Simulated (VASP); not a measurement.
Input:

```
CELL_PARAMETERS angstrom
      1.81613    -3.14562     0.00000
      1.81613     3.14562     0.00000
      0.00000     0.00000     5.70467
ATOMIC_POSITIONS crystal
  Tl 0.33333 0.66667 0.25000
  Tl 0.66667 0.33333 0.75000
```

Calculation: optB88-vdW, VASP's PBE PAW potentials (set 64) (plane waves; VASP 6.6.1). Settings: 520 eV cut-off, 12×12×7 Γ-centred mesh, first-order Methfessel-Paxton smearing of 0.10 eV, potentials Tl_d.

Q: The ions and cell shape at fixed volume are relaxed. Give the cell that the relaxation ends in.

A: 
```
CELL_PARAMETERS angstrom
      1.83879    -3.18487     0.00000
      1.83879     3.18487     0.00000
      0.00000     0.00000     5.56494
ATOMIC_POSITIONS crystal
  Tl 0.33333 0.66667 0.25000
  Tl 0.66667 0.33333 0.75000
```
Space group P6_3/mmc (194), at a tolerance of 0.03 Å.

Q: How much energy does the relaxation gain?

A: The energy (σ→0) changes by -3.1 meV/atom, in 4 ionic steps.

The compound is Tl in the hcp structure. This cell is one point of a volume scan, at 1.06 of the reference volume. Symmetry was kept, so distortions that lower it aren't found.
